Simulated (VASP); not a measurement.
Method: PBE GGA, VASP's PBE PAW potentials (set 64) (plane waves; VASP).

VASP input:

POSCAR:
```
LaC
1.0
  0.0000000000   2.7169951167   2.7169951167
  2.7169951167   0.0000000000   2.7169951167
  2.7169951167   2.7169951167   0.0000000000
La C
1 1
Cartesian
  2.7169951167   0.0000000000   2.7169951167
  2.7169951167   2.7169951167   2.7169951167
```

**INCAR**
```
! general
SYSTEM  = LaC
PREC    = Accurate
ENCUT   = 520
LREAL   = .FALSE.
LASPH   = .TRUE.
ICHARG  = 11

! electronic loop
EDIFF   = 1E-7
NELM    = 100
ALGO    = Normal
LMAXMIX = 6

! smearing
ISMEAR  = 0
SIGMA   = 0.05

! functional
GGA     = PE

! output
LWAVE   = .FALSE.
LCHARG  = .FALSE.
LORBIT  = 11
```

KPOINTS:
```
k-points along high-symmetry lines
15
Line-mode
Reciprocal
  0.000000   0.000000   0.000000 ! GAMMA
  0.500000   0.000000   0.500000 ! X

  0.500000   0.000000   0.500000 ! X
  0.625000   0.250000   0.625000 ! U

  0.375000   0.375000   0.750000 ! K
  0.000000   0.000000   0.000000 ! GAMMA

  0.000000   0.000000   0.000000 ! GAMMA
  0.500000   0.500000   0.500000 ! L

  0.500000   0.500000   0.500000 ! L
  0.500000   0.250000   0.750000 ! W

  0.500000   0.250000   0.750000 ! W
  0.500000   0.000000   0.500000 ! X
```

POTCAR, in this order: La C (PBE.64 set). Program: vasp_std. Read from the step before: CHGCAR.

What VASP printed:

OUTCAR:
```
 ion  position               nearest neighbor table
   1  0.000  0.000  0.000-   2 2.72   2 2.72   2 2.72   2 2.72   2 2.72   2 2.72
   2  0.500  0.500  0.500-   1 2.72   1 2.72   1 2.72   1 2.72   1 2.72   1 2.72
  LATTYP: Found a face centered cubic cell.
 ALAT       =     5.4339902334
 Subroutine PRICEL returns:
 Original cell was already a primitive cell.
 Subroutine GETGRP returns: Found 48 space group operations
The static configuration has the point symmetry O_h .
The dynamic configuration has the point symmetry O_h .
 Subroutine INISYM returns: Found 48 space group operations
   k-points           NKPTS =     90   k-points in BZ     NKDIM =     90   number of bands    NBANDS=     11
   number of dos      NEDOS =    301   number of ions     NIONS =      2
   total plane-waves  NPLWV =  27000
   dimension x,y,z NGX =    30 NGY =   30 NGZ =   30
   dimension x,y,z NGXF=    60 NGYF=   60 NGZF=   60
   ions per type =               1   1
   PREC   = accura    normal or accurate (medium, high low for compatibility)
   ISTART =      0    job   : 0-new  1-cont  2-samecut
   ICHARG =     11    charge: 1-file 2-atom 10-const
   ISPIN  =      1    spin polarized calculation?
   LNONCOLLINEAR =      F non collinear calculations
   LSORBIT =      F    spin-orbit coupling
   INIWAV =      1    electr: 0-lowe 1-rand  2-diag
   ENCUT  =  520.0 eV  38.22 Ry    6.18 a.u.   7.14  7.14  7.14*2*pi/ulx,y,z
...
```

### OSZICAR
```
       N       E                     dE             d eps       ncg     rms          rms(c)
DAV:   1     0.126067509314E+03    0.12607E+03   -0.54692E+03  1980   0.186E+03
DAV:   2     0.528289749087E+00   -0.12554E+03   -0.12291E+03  2796   0.261E+02
DAV:   3    -0.111660679056E+02   -0.11694E+02   -0.11200E+02  3340   0.113E+02
DAV:   4    -0.117500381327E+02   -0.58397E+00   -0.52413E+00  3393   0.198E+01
DAV:   5    -0.118080250255E+02   -0.57987E-01   -0.54241E-01  3475   0.583E+00
DAV:   6    -0.118106106371E+02   -0.25856E-02   -0.25801E-02  3301   0.110E+00
DAV:   7    -0.118107457218E+02   -0.13508E-03   -0.13504E-03  3221   0.279E-01
DAV:   8    -0.118107593565E+02   -0.13635E-04   -0.13635E-04  3296   0.788E-02
DAV:   9    -0.118107600014E+02   -0.64482E-06   -0.64353E-06  3208   0.199E-02
DAV:  10    -0.118107600365E+02   -0.35128E-07   -0.35667E-07  2664   0.492E-03
   1 F= -.11810760E+02 E0= -.11806810E+02  d E =-.789963E-02
```

File OUTCAR:
```
 val. band max:        7.7300446257   @ k =   0.5000   0.0536   0.5536

 cond. band min:       7.7425370851   @ k =   0.5000   0.1071   0.6071



 k-point     1 :       0.0000    0.0000    0.0000
  band No.  band energies     occupation
      1     -23.9067      2.00000
      2      -7.1039      2.00000
      3      -7.1039      2.00000
      4      -7.1039      2.00000
      5      -1.4049      2.00000
      6       7.7635      0.37108
      7       7.7635      0.37108
      8       7.7635      0.37108
      9       9.9762      0.00000
     10       9.9762      0.00000
     11      10.2676      0.00000

 k-point     2 :       0.0357    0.0000    0.0357
  band No.  band energies     occupation
      1     -23.9039      2.00000
      2      -7.1286      2.00000
      3      -7.1100      2.00000
      4      -7.1100      2.00000
      5      -1.3663      2.00000
      6       7.6269      1.99702
      7       7.7479      0.65068
      8       7.7479      0.65067
      9       9.8480      0.00000
     10      10.0249      0.00000
     11      10.0299      0.00000

 k-point     3 :       0.0714    0.0000    0.0714
  band No.  band energies     occupation
      1     -23.8958      2.00000
      2      -7.1991      2.00000
      3      -7.1280      2.00000
      4      -7.1280      2.00000
      5      -1.2580      2.00000
      6       7.2803      2.00000
      7       7.7084      1.49339
      8       7.7084      1.49339
      9       9.6027      0.00000
     10      10.1579      0.00000
     11      10.3058      0.00000

 k-point     4 :       0.1071    0.0000    0.1071
  band No.  band energies     occupation
      1     -23.8827      2.00000
      2      -7.3056      2.00000
      3      -7.1568      2.00000
      4      -7.1568      2.00000
      5      -1.1008      2.00000
      6       6.8469      2.00000
      7       7.6613      1.95408
      8       7.6613      1.95408
      9       9.3267      0.00000
     10      10.3406      0.00000
...
```

The density is held fixed in this step, so its total energy and stress have no physical meaning.

The structure was generated: LaC was put into the rock salt type (Fm-3m), which need not be its known phase. It was relaxed first, which changed the volume by -30 %. The electron count is odd and the run is not spin-polarised, which forces a metal.
